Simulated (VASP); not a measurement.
# A VASP study of HfB2 (PBEsol): structure first, properties next

Wanted: the relaxed cell of HfB2 and its properties. The steps: full relaxation (PBEsol), second relaxation, single point with fields (PBEsol), band structure (PBEsol), density of states (PBEsol), volume scan with PBEsol, fit for PBEsol and electric field gradients (PBEsol). The start is a cell from a database of measured crystal structures.

Calculated with VASP 6.6.1; PBEsol; plane waves and PAW (Hf_pv, B).

**1. Set-up**

Before any relaxation, the start is as follows. It takes space group P6/mmm (No. 191, hexagonal). The conventional cell has a = 3.140 Å, b = 3.140 Å, c = 3.480 Å, α = 90.00°, β = 90.00°, γ = 120.00°. Hf has 12 B at 2.51 Å nearest. Nearest to B lie 3 B at 1.81 Å and 6 Hf at 2.51 Å. Farther neighbours are not listed.

Structure file:

```xyz
3
Lattice="3.1400 0.0000 0.0000 -1.5700 2.7193 0.0000 0.0000 0.0000 3.4800" Properties=species:S:1:pos:R:3 pbc="T T T"
Hf    0.0000    0.0000    0.0000
B     0.0000    1.8129    1.7400
B     1.5700    0.9064    1.7400
```

**2. Full relaxation (PBEsol)**

The start need not lie at this functional's minimum. ISIF = 3 frees volume, shape and positions, and EDIFFG sets the threshold on forces and stress at which the search stops. PBEsol restores the gradient expansion of exchange and is tuned for the cells of solids.

INCAR reads:

```
SYSTEM = HfB2
PREC = Accurate
ENCUT = 420
EDIFF = 1E-06
NELM = 100
ISMEAR = 0
SIGMA = 0.05
LREAL = .FALSE.
ALGO = Normal
GGA = PS
NBANDS = 14
LASPH = .TRUE.
LORBIT = 11
LWAVE = .FALSE.
LCHARG = .FALSE.
KPAR = 2
IBRION = 2
NSW = 60
ISIF = 3
EDIFFG = -0.01
```

POSCAR reads:

```
HfB2
1.0
    3.1400000000      0.0000000000      0.0000000000
   -1.5700000000      2.7193197679      0.0000000000
    0.0000000000      0.0000000000      3.4800000000
Hf B
1 2
Direct
    0.0000000000      0.0000000000      0.0000000000
    0.3333333333      0.6666666667      0.5000000000
    0.6666666667      0.3333333333      0.5000000000
```

KPOINTS reads:

```
Automatic mesh
0
Gamma
7 7 6
0 0 0
```

Potentials, in the order of the species: Hf_pv and B (PBE family, release 64).

Launch:

```console
mpirun -np 2 vasp_std
```

Output:

```text
[banner, memory and clock lines left out]
running    2 mpi-ranks, on    1 nodes
 distrk:  each k-point on    1 cores,    2 groups
 distr:  one band on    1 cores,    1 groups

 POSCAR found type information on POSCAR HfB
 POSCAR found :  2 types and       3 ions
|                                                                             |
|               ----> ADVICE to this user running VASP <----                  |
|                                                                             |
|     You enforced a specific xc type in the INCAR file but a different       |
|     [... a line on the potential file left out ...]
|     I HOPE YOU KNOW WHAT YOU ARE DOING!                                     |
|                                                                             |

 LDA part: xc-table for (Slater+PW92), standard interpolation
 POSCAR, INCAR and KPOINTS ok, starting setup
 FFT: planning ... GRIDC
 FFT: planning ... GRID_SOFT
 FFT: planning ... GRID
 WAVECAR not read
 entering main loop
       N       E                     dE             d eps       ncg     rms          rms(c)
DAV:   1     0.220616552228E+02    0.22062E+02   -0.71248E+03   896   0.915E+02
DAV:   2    -0.285802023884E+02   -0.50642E+02   -0.47459E+02  1106   0.207E+02
DAV:   3    -0.300418059181E+02   -0.14616E+01   -0.14554E+01  1196   0.265E+01
DAV:   4    -0.300486308425E+02   -0.68249E-02   -0.68243E-02  1034   0.220E+00
DAV:   5    -0.300486749514E+02   -0.44109E-04   -0.44108E-04  1202   0.156E-01    0.534E+01
DAV:   6    -0.279689413101E+02    0.20797E+01   -0.31716E+00  1052   0.122E+01    0.387E+01
DAV:   7    -0.279233724672E+02    0.45569E-01   -0.11157E+00  1124   0.747E+00    0.108E+01
DAV:   8    -0.278550635949E+02    0.68309E-01   -0.31566E-01  1064   0.406E+00    0.168E+00
DAV:   9    -0.278503306133E+02    0.47330E-02   -0.25811E-02  1028   0.125E+00    0.427E-01
DAV:  10    -0.278500783899E+02    0.25222E-03   -0.10295E-03  1076   0.265E-01    0.259E-01
DAV:  11    -0.278500857914E+02   -0.74015E-05   -0.66519E-05  1088   0.622E-02    0.724E-02
DAV:  12    -0.278500835228E+02    0.22687E-05   -0.47221E-06  1052   0.168E-02    0.221E-02
DAV:  13    -0.278500836674E+02   -0.14464E-06   -0.21467E-07   466   0.396E-03
   1 F= -.27850084E+02 E0= -.27849796E+02  d E =-.278501E+02
 curvature:   0.00 expect dE= 0.000E+00 dE for cont linesearch  0.000E+00
 trial: gam= 0.00000 g(F)=  0.698E-51 g(S)=  0.337E-01 ort = 0.000E+00 (trialstep = 0.100E+01)
 search vector abs. value=  0.337E-01
 bond charge predicted
       N       E                     dE             d eps       ncg     rms          rms(c)
DAV:   1    -0.279118962082E+02   -0.61813E-01   -0.18052E+00   914   0.116E+01    0.405E+00
DAV:   2    -0.278618474869E+02    0.50049E-01   -0.68605E-02   932   0.236E+00    0.223E+00
DAV:   3    -0.278463730024E+02    0.15474E-01   -0.43620E-02   992   0.168E+00    0.180E+00
DAV:   4    -0.278466595515E+02   -0.28655E-03   -0.69729E-04  1076   0.243E-01    0.201E+00
DAV:   5    -0.278458525942E+02    0.80696E-03   -0.81541E-04  1124   0.176E-01    0.574E-01
DAV:   6    -0.278457936436E+02    0.58951E-04   -0.15780E-04  1148   0.817E-02    0.130E-01
DAV:   7    -0.278457918683E+02    0.17753E-05   -0.62516E-06  1124   0.208E-02    0.420E-02
DAV:   8    -0.278457912919E+02    0.57645E-06   -0.18832E-06  1052   0.974E-03
   2 F= -.27845791E+02 E0= -.27845503E+02  d E =0.429238E-02
[...]
3 F= -.27857748E+02 E0= -.27857460E+02  d E =-.766392E-02
 curvature:  -0.22 expect dE=-0.153E-03 dE for cont linesearch -0.212E-07
 trial: gam= 0.02255 g(F)=  0.543E-50 g(S)=  0.703E-03 ort =-0.571E-04 (trialstep = 0.890E+00)
 search vector abs. value=  0.717E-03
 bond charge predicted
       N       E                     dE             d eps       ncg     rms          rms(c)
DAV:   1    -0.278584150220E+02   -0.66744E-03   -0.28369E-02   920   0.130E+00    0.202E-01
DAV:   2    -0.278581582439E+02    0.25678E-03   -0.36610E-04  1118   0.152E-01    0.896E-02
DAV:   3    -0.278580534160E+02    0.10483E-03   -0.91377E-05  1102   0.726E-02    0.262E-02
DAV:   4    -0.278580468313E+02    0.65847E-05   -0.10111E-05  1178   0.243E-02    0.173E-02
DAV:   5    -0.278580465595E+02    0.27178E-06   -0.60486E-07   472   0.574E-03
   4 F= -.27858047E+02 E0= -.27857759E+02  d E =-.298974E-03
 trial-energy change:   -0.000299  1 .order   -0.000306   -0.000624    0.000012
 step:   0.8713(harm=  0.8724)  dis= 0.00000  next Energy=   -27.858047 (dE=-0.299E-03)
 reached required accuracy - stopping structural energy minimisation
```

Elapsed: 9.2 s, on 2 MPI ranks of AMD EPYC 9R45, shared host; peak memory 0.22 GiB.

The logs omit lines about the potential files and the build; timing stands in the text.

From OUTCAR (step 2):

```text
ion  position               nearest neighbor table
   1  0.000  0.000  0.000-   2 2.51   3 2.51   2 2.51   3 2.51   3 2.51   3 2.51   2 2.51   2 2.51
                             3 2.51   3 2.51   2 2.51   2 2.51
   2  0.333  0.667  0.500-   3 1.81   3 1.81   3 1.81   1 2.51   1 2.51   1 2.51   1 2.51   1 2.51
                             1 2.51
   3  0.667  0.333  0.500-   2 1.81   2 1.81   2 1.81   1 2.51   1 2.51   1 2.51   1 2.51   1 2.51
                             1 2.51

  LATTYP: Found a hexagonal cell.
 ALAT       =     3.1400000000
 C/A-ratio  =     1.1082802548

 Subroutine GETGRP returns: Found 24 space group operations
 (whereof 24 operations were pure point group operations)

The static configuration has the point symmetry D_6h.

 Found     32 irreducible k-points:

   k-points           NKPTS =     32   k-points in BZ     NKDIM =     32   number of bands    NBANDS=     14

   dimension x,y,z NGX =    24 NGY =   24 NGZ =   24
   dimension x,y,z NGXF=    48 NGYF=   48 NGZF=   48

   ENCUT  =  420.0 eV  30.87 Ry    5.56 a.u.   5.25  5.25  5.82*2*pi/ulx,y,z

   NELECT =      16.0000    total number of electrons

 k-points in reciprocal lattice and weights: Automatic mesh
   0.00000000  0.00000000  0.00000000       0.003
   0.14285714  0.00000000  0.00000000       0.020
   0.28571429  0.00000000  0.00000000       0.020
   0.42857143  0.00000000  0.00000000       0.020
   0.14285714  0.14285714  0.00000000       0.020
   0.28571429  0.14285714  0.00000000       0.041
   0.42857143  0.14285714  0.00000000       0.020
   0.28571429  0.28571429  0.00000000       0.020
   0.00000000  0.00000000  0.16666667       0.007
[...]
0.42857143  0.14285714  0.50000000       0.020
   0.28571429  0.28571429  0.50000000       0.020

 average (electrostatic) potential at core
       1 -33.9029       2 -25.0369       3 -25.0369

 E-fermi :   7.5038

 k-point     1 :       0.0000    0.0000    0.0000
  band No.  band energies     occupation
    ...
      4      -6.1315      2.00000
      5       4.6352      2.00000
      6       4.7220      2.00000
      7       4.7220      2.00000
      8       4.9967      2.00000
      9      11.7706      0.00000
     10      11.7706      0.00000
     11      12.5055      0.00000
     12      12.5055      0.00000
     13      12.7214      0.00000
    ...

 k-point     2 :       0.1429    0.0000    0.0000
  band No.  band energies     occupation
    ...
      4      -5.6897      2.00000
      5       3.6200      2.00000
      6       4.6243      2.00000
      7       4.6986      2.00000
      8       5.0332      2.00000
      9      10.4712      0.00000
     10      11.4724      0.00000
     11      11.4782      0.00000
     12      12.1503      0.00000
     13      13.7087      0.00000
    ...

 k-point     3 :       0.2857    0.0000    0.0000
  band No.  band energies     occupation
    ...
      4      -4.4944      2.00000
      5       1.5254      2.00000
      6       3.9819      2.00000
      7       4.5121      2.00000
      8       5.3333      2.00000
      9      10.0218      0.00000
     10      10.9044      0.00000
     11      11.1503      0.00000
     12      11.9295      0.00000
     13      13.9458      0.00000
    ...

  Total       -0.0027474     -0.0027474      0.0021536      0.0000000     -0.0000000      0.0000000
  in kB       -0.1507766     -0.1507766      0.1181910      0.0000000     -0.0000000      0.0000000
  external PRESSURE =      -0.0611207 kB  Pullay stress =       0.0000000 kB

  energy-cutoff  :      420.00
  volume of cell :       29.19
      direct lattice vectors                 reciprocal lattice vectors
     3.127731797 -0.000000000  0.000000000     0.319720508  0.184590722  0.000000000
    -1.563865898  2.708695192  0.000000000    -0.000000000  0.369181443  0.000000000
    -0.000000000 -0.000000000  3.445898404    -0.000000000 -0.000000000  0.290200082

 POSITION                                       TOTAL-FORCE (eV/Angst)
 -----------------------------------------------------------------------------------
      3.12773      0.00000      0.00000        -0.000000      0.000000      0.000000
     -0.00000      1.80580      1.72295         0.000000     -0.000000      0.000000
      1.56387      0.90290      1.72295        -0.000000      0.000000     -0.000000
 -----------------------------------------------------------------------------------
    total drift:                                0.000000      0.000000     -0.000000

  FREE ENERGIE OF THE ION-ELECTRON SYSTEM (eV)
  ---------------------------------------------------
  free  energy   TOTEN  =       -27.8580465595 eV

  energy  without entropy=      -27.8574706619  energy(sigma->0) =      -27.85775861

 reached required accuracy - stopping structural energy minimisation

 total charge
# of ion       s       p       d       tot
------------------------------------------
    1        0.304   6.610   1.886   8.800
    2        0.664   1.283   0.000   1.948
    3        0.664   1.283   0.000   1.948
--------------------------------------------------
tot          1.633   9.177   1.886  12.696

[... 3 further parts left out ...]
```

CONTCAR:

```
HfB2
   1.00000000000000
     3.1277317969450600   -0.0000000000000000    0.0000000000000000
    -1.5638658984725300    2.7086951923954374    0.0000000000000000
    -0.0000000000000000   -0.0000000000000000    3.4458984042772971
  Hf              B
     1     2
Direct
     1.0000000000000000    0.0000000000000000    0.0000000000000000
     0.3333333332999970    0.6666666667000030    0.5000000000000000
     0.6666666667000030    0.3333333332999970    0.5000000000000000
```

The k-mesh is coarse for a metal. Harder data sets than Hf_pv exist (the GW ones), and pressures, volumes and forces can shift noticeably with them. The PAW data sets were made with PBE, which is usual practice but a small mismatch for other functionals. The run keeps the 24 symmetry operations of its start, so it cannot find a distortion of lower symmetry.

Relaxation path:

| step | energy less that of the first step (eV) | largest force (eV/Å) | pressure (GPa) | volume (Å³) |
| --- | --- | --- | --- | --- |
| 1 | 0.0000 | 0.0000 | -4.44 | 29.71 |
| 2 | 0.0043 | 0.0000 | 6.21 | 28.55 |
| 3 | -0.0077 | 0.0000 | 0.12 | 29.19 |
| 4 | -0.0080 | 0.0000 | -0.01 | 29.19 |

| conventional cell, symmetrised | before | after | change |
| --- | --- | --- | --- |
| a (Å) | 3.140 | 3.128 | -0.4 % |
| b (Å) | 3.140 | 3.128 | -0.4 % |
| c (Å) | 3.480 | 3.446 | -1.0 % |
| volume (Å³/atom) | 9.90 | 9.73 | -1.8 % |

The relaxed structure:

```xyz
3
Lattice="3.1277 0.0000 0.0000 -1.5639 2.7087 0.0000 0.0000 0.0000 3.4459" Properties=species:S:1:pos:R:3 pbc="T T T"
Hf    0.0000    0.0000    0.0000
B     0.0000    1.8058    1.7229
B     1.5639    0.9029    1.7229
```

This step gave:

* electrons: 16
* bands: 14
* irreducible k-points: 32
* symmetry operations: 24
* free energy (TOTEN): -27.86 eV
* energy at zero smearing: -27.86 eV
* Fermi energy: 7.504 eV
* pressure: -0.006112 GPa
* metallic: yes
* SCF cycles over all ionic steps: 36

It ends with forces that vanish by symmetry and a pressure of -0.01 GPa. The volume lies -1.8 % from that of the database's start, which holds the thermal and zero-point expansion of its experiment.

**3. Second relaxation**

A relaxation keeps the plane waves of the cell it began with, so it is repeated from the new cell, on a basis made for it.

INCAR is that of step 2.

POSCAR reads:

```
HfB2
1.0
    3.1277317969      0.0000000000      0.0000000000
   -1.5638658985      2.7086951924      0.0000000000
    0.0000000000      0.0000000000      3.4458984043
Hf B
1 2
Direct
    0.0000000000      0.0000000000      0.0000000000
    0.3333333333      0.6666666667      0.5000000000
    0.6666666667      0.3333333333      0.5000000000
```

KPOINTS is that of step 2.

Launch:

```console
mpirun -np 2 vasp_std
```

Output:

```text
[banner, memory and clock lines left out]
running    2 mpi-ranks, on    1 nodes
 distrk:  each k-point on    1 cores,    2 groups
 distr:  one band on    1 cores,    1 groups

 POSCAR found type information on POSCAR HfB
 POSCAR found :  2 types and       3 ions
 [... a notice as in an earlier step ...]

 LDA part: xc-table for (Slater+PW92), standard interpolation
 POSCAR, INCAR and KPOINTS ok, starting setup
 FFT: planning ... GRIDC
 FFT: planning ... GRID_SOFT
 FFT: planning ... GRID
 WAVECAR not read
 entering main loop
       N       E                     dE             d eps       ncg     rms          rms(c)
DAV:   1     0.222860687947E+02    0.22286E+02   -0.70886E+03   896   0.916E+02
DAV:   2    -0.285875243093E+02   -0.50874E+02   -0.47642E+02  1162   0.207E+02
DAV:   3    -0.300497303715E+02   -0.14622E+01   -0.14551E+01  1196   0.266E+01
DAV:   4    -0.300562092421E+02   -0.64789E-02   -0.64783E-02  1046   0.218E+00
DAV:   5    -0.300562499784E+02   -0.40736E-04   -0.40735E-04  1214   0.150E-01    0.553E+01
DAV:   6    -0.279815292456E+02    0.20747E+01   -0.31571E+00  1034   0.123E+01    0.399E+01
DAV:   7    -0.279331390073E+02    0.48390E-01   -0.11170E+00  1118   0.758E+00    0.106E+01
DAV:   8    -0.278619607303E+02    0.71178E-01   -0.31895E-01  1064   0.410E+00    0.161E+00
DAV:   9    -0.278579331521E+02    0.40276E-02   -0.23564E-02  1040   0.120E+00    0.391E-01
DAV:  10    -0.278577497673E+02    0.18338E-03   -0.85203E-04  1058   0.241E-01    0.256E-01
DAV:  11    -0.278577554444E+02   -0.56771E-05   -0.55807E-05  1094   0.568E-02    0.720E-02
DAV:  12    -0.278577533422E+02    0.21022E-05   -0.45078E-06  1058   0.165E-02    0.226E-02
DAV:  13    -0.278577534773E+02   -0.13505E-06   -0.18239E-07   472   0.370E-03
   1 F= -.27857753E+02 E0= -.27857466E+02  d E =-.278578E+02
 curvature:   0.00 expect dE= 0.000E+00 dE for cont linesearch  0.000E+00
 trial: gam= 0.00000 g(F)=  0.146E-50 g(S)=  0.442E-06 ort = 0.000E+00 (trialstep = 0.100E+01)
 search vector abs. value=  0.443E-06
 reached required accuracy - stopping structural energy minimisation
```

Run time: 3.4 s. Hardware: 2 MPI ranks; peak memory 0.21 GiB.

Parts of OUTCAR (step 3):

```text
  LATTYP: Found a hexagonal cell.
 ALAT       =     3.1277317969
 C/A-ratio  =     1.1017243894

The static configuration has the point symmetry D_6h.

 Found     32 irreducible k-points:

   ENCUT  =  420.0 eV  30.87 Ry    5.56 a.u.   5.23  5.23  5.76*2*pi/ulx,y,z

   NELECT =      16.0000    total number of electrons

 E-fermi :   7.5038

 k-point     1 :       0.0000    0.0000    0.0000
  band No.  band energies     occupation
    ...
      4      -6.1316      2.00000
      5       4.6352      2.00000
      6       4.7219      2.00000
      7       4.7219      2.00000
      8       4.9967      2.00000
      9      11.7706      0.00000
     10      11.7706      0.00000
     11      12.5055      0.00000
     12      12.5055      0.00000
     13      12.7213      0.00000
    ...

 k-point     2 :       0.1429   -0.0000    0.0000
  band No.  band energies     occupation
    ...
      4      -5.6897      2.00000
      5       3.6199      2.00000
      6       4.6243      2.00000
      7       4.6986      2.00000
      8       5.0332      2.00000
      9      10.4711      0.00000
     10      11.4723      0.00000
     11      11.4782      0.00000
     12      12.1503      0.00000
     13      13.7086      0.00000
    ...

  Total       -0.0027674     -0.0027674      0.0034928      0.0000000     -0.0000000      0.0000000
  in kB       -0.1518749     -0.1518749      0.1916846      0.0000000     -0.0000000      0.0000000
  external PRESSURE =      -0.0373551 kB  Pullay stress =       0.0000000 kB

  energy-cutoff  :      420.00
  volume of cell :       29.19
      direct lattice vectors                 reciprocal lattice vectors
     3.127731797  0.000000000  0.000000000     0.319720508  0.184590722  0.000000000
    -1.563865899  2.708695192  0.000000000     0.000000000  0.369181443  0.000000000
     0.000000000  0.000000000  3.445898404     0.000000000  0.000000000  0.290200082

 POSITION                                       TOTAL-FORCE (eV/Angst)
 -----------------------------------------------------------------------------------
      0.00000      0.00000      0.00000         0.000000      0.000000     -0.000000
     -0.00000      1.80580      1.72295        -0.000000      0.000000     -0.000000
      1.56387      0.90290      1.72295         0.000000      0.000000      0.000000
 -----------------------------------------------------------------------------------
    total drift:                               -0.000000      0.000000      0.000000

  FREE ENERGIE OF THE ION-ELECTRON SYSTEM (eV)
  ---------------------------------------------------
  free  energy   TOTEN  =       -27.8577534773 eV

  energy  without entropy=      -27.8571775786  energy(sigma->0) =      -27.85746553

[... 5 parts as in an earlier step ...]

[... 7 further parts left out ...]
```

CONTCAR:

```
HfB2
   1.00000000000000
     3.1277317969000000    0.0000000000000000    0.0000000000000000
    -1.5638658985000000    2.7086951924000000    0.0000000000000000
     0.0000000000000000    0.0000000000000000    3.4458984042999998
  Hf              B
     1     2
Direct
     0.0000000000000000    0.0000000000000000    0.0000000000000000
     0.3333333332999970    0.6666666667000030    0.5000000000000000
     0.6666666667000030    0.3333333332999970    0.5000000000000000
```

Little changed from the start: no atom moved by 0.005 Å and no cell edge by 0.1 %.

Numbers from this step:

- pressure: -0.003736 GPa
- SCF cycles over all ionic steps: 13

It ends with forces that vanish by symmetry and a pressure of 0.00 GPa. The volume moved by under 0.01 %: the run met its threshold at the first step.

(Part 1 of 4 ends here.)

[Lines on the potential files, build, host, timing and source positions are cut from VASP's logs without a mark.]

[Logs are printed without paths, hosts, clocks, repeated set-up lines and the standing remarks that a program may print on its own settings, such as how far it seeks lower states.]

[Hosts, paths, dates, database ids (printed as entryN), source tags and the programs' standing remarks are cut or masked in the printed files.]

[A measured line is paired with the nearest computed mode of its activity, which favours agreement.]
